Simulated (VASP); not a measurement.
Method: PBEsol GGA, VASP's PBE PAW potentials (set 64) (plane waves; VASP 6.6.1).

VASP ran on this input.

**INCAR**
```
! general
SYSTEM =AlCr2C
PREC   =Accurate
ENCUT  =400
LREAL  =.FALSE.
LASPH  =.TRUE.

! electronic loop
EDIFF  =1E-6
NELM   =100
ALGO   =Normal
LMAXMIX=4

! smearing
ISMEAR =-1
SIGMA  =0.05

! functional
GGA    =PS

! ions
ISIF   =2

! output
LWAVE  =.FALSE.
LCHARG =.FALSE.
```

### POSCAR
```
AlCr2C
1
    2.7827240000     0.0000000000     0.0000000000
   -1.3913620000     2.4099090000     0.0000000000
    0.0000000000     0.0000000000    22.5229000000
Al Cr C
2 4 2
Direct
  0.6666670000   0.3333330000   0.2663960000
  0.3333330000   0.6666670000   0.5461420000
  0.3333330000   0.6666670000   0.3586790000
  0.6666670000   0.3333330000   0.4538630000
  0.6666670000   0.3333330000   0.6384260000
  0.3333330000   0.6666670000   0.7336040000
  0.0000000000   0.0000000000   0.4062710000
  0.0000000000   0.0000000000   0.6860170000
```

### KPOINTS
```
Automatic
0
G
 13 13 1
0 0 0
```

POTCAR, in this order: Al Cr_pv C (PBE.64 set). Program: vasp_std.

The cell holds a wide vacuum, so values per volume refer to the whole cell.

### Question
Predict the energy per atom (σ→0), largest force, band gap (on the k-mesh).

### Answer

```json
{
 "energy per atom (σ→0)": "-8506 meV/atom",
 "band gap (on the k-mesh)": "none (metal, semimetal or under 0.01 eV)",
 "largest_force": "0.714 eV/Å"
}
```

**OSZICAR**
```
...
DAV:  33    -0.680754431351E+02    0.68535E-05   -0.47832E-05  2205   0.459E-02    0.331E-01
DAV:  34    -0.680754451961E+02   -0.20609E-05   -0.10436E-05  1957   0.175E-02    0.291E-01
DAV:  35    -0.680754475717E+02   -0.23756E-05   -0.47456E-06  1501   0.139E-02    0.253E-01
DAV:  36    -0.680754491016E+02   -0.15299E-05   -0.49412E-06  1410   0.927E-03    0.209E-01
DAV:  37    -0.680754431541E+02    0.59475E-05   -0.15736E-06  1158   0.882E-03    0.169E-01
DAV:  38    -0.680754411248E+02    0.20293E-05   -0.17916E-06  1157   0.607E-03    0.132E-01
DAV:  39    -0.680754402170E+02    0.90777E-06   -0.13359E-06  1220   0.658E-03
   1 F= -.68075440E+02 E0= -.68047280E+02  d E =-.563210E-01
```

The cell is a sheet with vacuum, built from a database entry that may be metastable or hypothetical. The run is not spin-polarised, so no magnetic state was tried.
